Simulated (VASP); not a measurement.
# CdGeAs2: input slips in a relaxation and what they do, part 2 of 2

Some relaxations of CdGeAs2 get a fault in the input on purpose. Which of them show, and how? The starting structure is a computed structure from the Materials Project. The first relaxation on each setting starts from this cell expanded by 3 % in volume.

VASP 6.6.1.

Results so far: reference 25.01 Å³ an atom.

### Step 4. Relaxation with one electron too many

Level of this step: PBEsol; plane waves and PAW (Cd, As, Ge_d) (VASP).

A slip made on purpose: one electron too many. Against step 2 the input has NELECT = 73 (also changed: NELM).

The input, INCAR:

```
SYSTEM = CdGeAs2
PREC = Accurate
ENCUT = 450
EDIFF = 1E-06
NELM = 60
ISMEAR = 0
SIGMA = 0.03
LREAL = .FALSE.
ALGO = Normal
GGA = PS
NBANDS = 44
LORBIT = 11
LWAVE = .FALSE.
LCHARG = .FALSE.
KPAR = 8
IBRION = 2
NSW = 50
ISIF = 3
EDIFFG = -0.006
NELECT = 73
```

The input, POSCAR:

```
CdGeAs2
1.0
   -3.0184693049      3.0184693049      5.7203824730
    3.0184693049     -3.0184693049      5.7203824730
    3.0184693049      3.0184693049     -5.7203824730
Cd As Ge
2 4 2
Direct
    0.5000000000      0.5000000000      0.0000000000
    0.2500000000      0.7500000000      0.5000000000
    0.0962175700      0.1250000000      0.4712175700
    0.3750000000      0.9037824300      0.0287824300
    0.6537824300      0.6250000000      0.5287824300
    0.8750000000      0.3462175700      0.9712175700
    0.7500000000      0.2500000000      0.5000000000
    0.0000000000      0.0000000000      0.0000000000
```

The input, KPOINTS:

```
Automatic mesh
0
Gamma
6 6 6
0 0 0
```

Potentials, in the order of the species: Cd, As and Ge_d (PBE family, release 64).

The run is started by

```sh
> mpirun -np 8 vasp_std
```

What it wrote:

```text
[banner, memory and clock lines left out]
running    8 mpi-ranks, on    1 nodes
[...]
[... a notice as in an earlier step ...]

 [... a notice as in an earlier step ...]

 LDA part: xc-table for (Slater+PW92), standard interpolation
 POSCAR, INCAR and KPOINTS ok, starting setup
[...]
entering main loop
       N       E                     dE             d eps       ncg     rms          rms(c)
DAV:   1     0.672978677116E+03    0.67298E+03   -0.30909E+04  3340   0.243E+03
DAV:   2     0.736098398734E+02   -0.59937E+03   -0.58272E+03  2688   0.752E+02
DAV:   3    -0.244328864922E+02   -0.98043E+02   -0.96382E+02  2956   0.173E+02
DAV:   4    -0.305758327348E+02   -0.61429E+01   -0.60650E+01  3192   0.493E+01
DAV:   5    -0.307113506505E+02   -0.13552E+00   -0.13533E+00  3032   0.739E+00BRMIX: very serious problems
 the old and the new charge density differ
 old charge density:    72.00000 new   73.00000
BRMIX: very serious problems
 the old and the new charge density differ
 old charge density:    72.00000 new   73.00000
[...]
BRMIX: very serious problems
 the old and the new charge density differ
 old charge density:    72.00000 new   73.00000
    0.843E+00
DAV:   6    -0.295983224391E+02    0.11130E+01   -0.25128E+00  3040   0.111E+01    0.641E+00
DAV:   7    -0.294995397068E+02    0.98783E-01   -0.85665E-01  3196   0.376E+00    0.274E+00
DAV:   8    -0.294903874947E+02    0.91522E-02   -0.11717E-01  2924   0.269E+00    0.596E-01
DAV:   9    -0.294892272700E+02    0.11602E-02   -0.26756E-02  3080   0.157E+00    0.209E-01
[...]
DAV:  13    -0.294886239180E+02   -0.68073E-05   -0.15100E-05  2688   0.361E-02    0.125E-02
DAV:  14    -0.294886209046E+02    0.30134E-05   -0.16146E-05  2780   0.310E-02    0.220E-03
DAV:  15    -0.294886210869E+02   -0.18223E-06   -0.24176E-06  2308   0.728E-03
   1 F= -.29488621E+02 E0= -.29487670E+02  d E =-.294886E+02
[... from here on, the cycles between the ionic steps are left out ...]
   2 F= -.29850009E+02 E0= -.29849029E+02  d E =-.361388E+00
   3 F= -.29876999E+02 E0= -.29876137E+02  d E =-.388378E+00
   4 F= -.29883563E+02 E0= -.29882686E+02  d E =-.656461E-02
   5 F= -.29892979E+02 E0= -.29892023E+02  d E =-.159798E-01
   6 F= -.29893071E+02 E0= -.29892103E+02  d E =-.160722E-01
[...]
reached required accuracy - stopping structural energy minimisation
```

The job ended after 3.8 min (8 MPI ranks of Intel Xeon Platinum 8259CL at 2.50GHz (Skylake/Cascade Lake), shared host; peak memory 4.2 GiB; 30 min of CPU time).

OUTCAR, selected parts (step 4):

```text
  Total        0.0210813      0.0210813      0.0458161      0.0000000      0.0000000      0.0000000
  in kB        0.1462690      0.1462690      0.3178864      0.0000000      0.0000000      0.0000000
  external PRESSURE =       0.2034748 kB  Pullay stress =       0.0000000 kB

 POSITION                                       TOTAL-FORCE (eV/Angst)
 -----------------------------------------------------------------------------------
      3.08955      3.08955      0.00000        -0.000000     -0.000000      0.000000
      3.08955      0.00000      3.02395        -0.000000     -0.000000      0.000000
      1.54478      1.40133     -1.51198        -0.000000     -0.005292     -0.000000
      1.68822     -1.54478      7.55988         0.005292     -0.000000      0.000000
      1.54478      1.68822      4.53593        -0.000000      0.005292      0.000000
      1.40133      4.63433      1.51198        -0.005292     -0.000000     -0.000000
      0.00000      3.08955      3.02395        -0.000000     -0.000000     -0.000000
      3.08955      3.08955      6.04790        -0.000000     -0.000000     -0.000000
 -----------------------------------------------------------------------------------
    total drift:                                0.000002      0.000002      0.000009

  FREE ENERGIE OF THE ION-ELECTRON SYSTEM (eV)
  ---------------------------------------------------
  free  energy   TOTEN  =       -29.8930709996 eV

  energy  without entropy=      -29.8911356284  energy(sigma->0) =      -29.89210331

[... 2 parts as in an earlier step ...]

[... 2 further parts left out ...]
[key lines of the parts left out:]
E-fermi :   2.7718
```

With one electron too many the cell ends at 28.865 Å³ an atom, +15.40 % from the reference.

### Step 5. Relaxation with a loose energy criterion for the relaxation

A slip made on purpose: a loose energy criterion for the relaxation. Against step 2 the input has EDIFFG = 0.1 (also changed: NELM).

Edit INCAR of step 4 so:

```diff
@@ -18,3 +18,2 @@
 ISIF = 3
-EDIFFG = -0.006
-NELECT = 73
+EDIFFG = 0.1
```

POSCAR is that of step 4.

KPOINTS is that of step 4.

The run is started by

```sh
> mpirun -np 8 vasp_std
```

What it wrote:

```text
[... set-up lines as in an earlier step ...]
 entering main loop
       N       E                     dE             d eps       ncg     rms          rms(c)
DAV:   1     0.655526307292E+03    0.65553E+03   -0.30677E+04  3340   0.241E+03
DAV:   2     0.678409449951E+02   -0.58769E+03   -0.57033E+03  2688   0.743E+02
DAV:   3    -0.281024686682E+02   -0.95943E+02   -0.94246E+02  2956   0.171E+02
DAV:   4    -0.339060096913E+02   -0.58035E+01   -0.57768E+01  3192   0.485E+01
[...]
DAV:  13    -0.330672034710E+02   -0.41708E-05   -0.98840E-06  2636   0.237E-02    0.695E-03
DAV:  14    -0.330672019414E+02    0.15296E-05   -0.53551E-06  2864   0.183E-02    0.709E-04
DAV:  15    -0.330672019435E+02   -0.21682E-08   -0.92487E-07  1608   0.428E-03
   1 F= -.33067202E+02 E0= -.33067202E+02  d E =-.330672E+02
[...]
N       E                     dE             d eps       ncg     rms          rms(c)
DAV:   1    -0.349795247064E+02   -0.19123E+01   -0.32790E+01  3136   0.566E+01    0.862E+00
[...]
DAV:  10    -0.331225697730E+02   -0.82451E-06   -0.90437E-06  2608   0.142E-02
   2 F= -.33122570E+02 E0= -.33122570E+02  d E =-.553678E-01
 trial-energy change:   -0.055368  1 .order   -0.052700   -0.157096    0.051696
 step:   0.7661(harm=  0.7524)  dis= 0.00497  next Energy=   -33.128580 (dE=-0.614E-01)
[...]
N       E                     dE             d eps       ncg     rms          rms(c)
DAV:   1    -0.332287695195E+02   -0.10620E+00   -0.18606E+00  3136   0.145E+01    0.216E+00
DAV:   2    -0.331472653616E+02    0.81504E-01   -0.19293E-01  3036   0.498E+00    0.880E-01
DAV:   3    -0.331325313981E+02    0.14734E-01   -0.28210E-02  3120   0.151E+00    0.620E-01
DAV:   4    -0.331290107612E+02    0.35206E-02   -0.52529E-03  3004   0.489E-01    0.116E-01
DAV:   5    -0.331287765109E+02    0.23425E-03   -0.11277E-03  3024   0.314E-01    0.533E-02
DAV:   6    -0.331287735488E+02    0.29621E-05   -0.25007E-04  2916   0.952E-02    0.151E-02
DAV:   7    -0.331287689866E+02    0.45622E-05   -0.19985E-05  2608   0.332E-02    0.105E-02
DAV:   8    -0.331287684537E+02    0.53289E-06   -0.37359E-06  2420   0.116E-02
   3 F= -.33128768E+02 E0= -.33128768E+02  d E =-.615665E-01
[...]
reached required accuracy - stopping structural energy minimisation
```

Run time: 2.2 min. Hardware: 8 MPI ranks; peak memory 4 GiB; 17 min of CPU time.

From OUTCAR (step 5):

```text
  Total        0.0493107      0.0493107      0.0717407      0.0000000      0.0000000      0.0000000
  in kB        0.3946799      0.3946799      0.5742090      0.0000000      0.0000000      0.0000000
  external PRESSURE =       0.4545229 kB  Pullay stress =       0.0000000 kB

 POSITION                                       TOTAL-FORCE (eV/Angst)
 -----------------------------------------------------------------------------------
      0.00000      0.00000      5.64650        -0.000000      0.000000      0.000000
      2.97703      0.00000      2.82325        -0.000000      0.000000     -0.000000
      1.48852      1.32202     -1.41162        -0.000000      0.133537      0.000000
      1.65502     -1.48852      7.05812        -0.133537      0.000000     -0.000000
      1.48852      1.65502      4.23487        -0.000000     -0.133537     -0.000000
      1.32202      4.46555      1.41162         0.133537      0.000000      0.000000
      0.00000      2.97703      2.82325         0.000000     -0.000000     -0.000000
      0.00000     -0.00000      0.00000         0.000000     -0.000000     -0.000000
 -----------------------------------------------------------------------------------
    total drift:                               -0.000003     -0.000003      0.000003

  FREE ENERGIE OF THE ION-ELECTRON SYSTEM (eV)
  ---------------------------------------------------
  free  energy   TOTEN  =       -33.1287684537 eV

  energy  without entropy=      -33.1287684453  energy(sigma->0) =      -33.12876845

[... 2 parts as in an earlier step ...]

[... 2 further parts left out ...]
[key lines of the parts left out:]
E-fermi :   2.9054
```

With a loose energy criterion for the relaxation the cell ends at 25.022 Å³ an atom, +0.03 % from the reference.

### Step 6. Relaxation with a leftover external pressure of 100 kbar

A slip made on purpose: a leftover external pressure of 100 kbar. Against step 2 the input has PSTRESS = 100 (also changed: NELM).

Edit INCAR of step 5 so:

```diff
@@ -18,2 +18,3 @@
 ISIF = 3
-EDIFFG = 0.1
+EDIFFG = -0.006
+PSTRESS = 100
```

POSCAR is that of step 5.

KPOINTS is that of step 5.

The run is started by

```sh
> mpirun -np 8 vasp_std
```

What it wrote:

```text
[... set-up lines as in an earlier step ...]
 entering main loop
       N       E                     dE             d eps       ncg     rms          rms(c)
[... 15 cycles as in an earlier step ...]
   1 F= -.20055084E+02 E0= -.20055084E+02  d E =-.200551E+02
[... from here on, the cycles between the ionic steps are left out ...]
   2 F= -.20149224E+02 E0= -.20149224E+02  d E =-.941403E-01
   3 F= -.21419117E+02 E0= -.21419117E+02  d E =-.136403E+01
   4 F= -.21419949E+02 E0= -.21419949E+02  d E =-.136487E+01
   5 F= -.21419520E+02 E0= -.21419520E+02  d E =-.136444E+01
   6 F= -.21430117E+02 E0= -.21430117E+02  d E =-.105972E-01
   7 F= -.21432206E+02 E0= -.21432206E+02  d E =-.126861E-01
   8 F= -.21432079E+02 E0= -.21432079E+02  d E =0.127070E-03
   9 F= -.21432959E+02 E0= -.21432959E+02  d E =-.752817E-03
  10 F= -.21432957E+02 E0= -.21432957E+02  d E =-.751499E-03
  11 F= -.21433105E+02 E0= -.21433105E+02  d E =-.148199E-03
  12 F= -.21433363E+02 E0= -.21433363E+02  d E =-.406117E-03
[...]
reached required accuracy - stopping structural energy minimisation
```

The job ended after 6.4 min (8 MPI ranks; peak memory 4.2 GiB; 51 min of CPU time).

From OUTCAR (step 6):

```text
  Total       11.0578961     11.0578961     11.0144965      0.0000000      0.0000000      0.0000000
  in kB       99.9923247     99.9923247     99.5998785      0.0000000      0.0000000      0.0000000
  external PRESSURE =      -0.1384907 kB  Pullay stress =     100.0000000 kB

 POSITION                                       TOTAL-FORCE (eV/Angst)
 -----------------------------------------------------------------------------------
      2.86832      2.86832      0.00000        -0.000000     -0.000000      0.000000
      2.86832      0.00000      2.69198        -0.000000      0.000000     -0.000000
      1.43416      1.29235     -1.34599        -0.000000      0.004041      0.000000
      1.57596     -1.43416      6.72996        -0.004041     -0.000000     -0.000000
      1.43416      1.57596      4.03798        -0.000000     -0.004041     -0.000000
      1.29235      4.30247      1.34599         0.004041     -0.000000      0.000000
      0.00000      2.86832      2.69198        -0.000000      0.000000     -0.000000
      2.86832      2.86832     -5.38397        -0.000000     -0.000000     -0.000000
 -----------------------------------------------------------------------------------
    total drift:                                0.000001      0.000001      0.000004

  FREE ENERGIE OF THE ION-ELECTRON SYSTEM (eV)
  ---------------------------------------------------
  free  energy   TOTEN  =       -32.4921083232 eV

  energy  without entropy=      -32.4921083232  energy(sigma->0) =      -32.49210832

[... 2 parts as in an earlier step ...]

[... 2 further parts left out ...]
[key lines of the parts left out:]
E-fermi :   4.3580
```

Logs of long relaxations may skip ionic steps without a mark.

With a leftover external pressure of 100 kbar the cell ends at 22.148 Å³ an atom, -11.46 % from the reference.

### Step 7. Comparison

```
                                          run            ended  volume (Å³/atom)  change (%)  pressure left (GPa)  core minutes
                                    reference        converged            25.013           -                -0.01          49.6
a functional's name that the tag doesn't take  stopped by VASP                 -           -                    -         0.773
                        one electron too many        converged            28.865        15.4                 0.02          30.5
  a loose energy criterion for the relaxation        converged            25.022        0.03                 0.05          17.6
     a leftover external pressure of 100 kbar        converged            22.148      -11.46                 9.99          50.9
```

Core minutes are wall time times ranks, summed over the relaxations behind a row (those for a bulk modulus apart), on shared hosts.

### Step 8. Results

```
volume of the reference                                                   : 25.01 Å³/atom
volume against the reference, one electron too many                       : +15.40 %
volume against the reference, a loose energy criterion for the relaxation : +0.03 %
volume against the reference, a leftover external pressure of 100 kbar    : -11.46 %
run with a functional's name that the tag doesn't take                    : stopped by VASP
```

What this shows: VASP stopped by itself in the run with a functional's name that the tag doesn't take. Finished, but with signs in the output that stand out against the reference: one electron too many, with the volume changed by +15.4 % (signs: a warning on the charge density and 5.8 GPa at the first ionic step (of the first relaxations, not shown; reference: -2.2 GPa)); a loose energy criterion for the relaxation, with the volume changed by less than 0.1 % (signs: forces of up to 0.13 eV/Å); a leftover external pressure of 100 kbar, with the volume changed by -11.5 % (signs: the Pulay stress that OUTCAR prints, which here is the typed pressure). The reference was restarted once and the runs with a slip weren't, so their cells may not have settled fully. Further runs on this material are not shown.

[Lines on the potential files, build, host, timing and source positions are cut from VASP's logs without a mark.]

[Logs are printed without paths, hosts, clocks, repeated set-up lines and the standing remarks that a program may print on its own settings, such as how far it seeks lower states.]

[Hosts, paths, dates, database ids (printed as entryN), source tags and the programs' standing remarks are cut or masked in the printed files.]
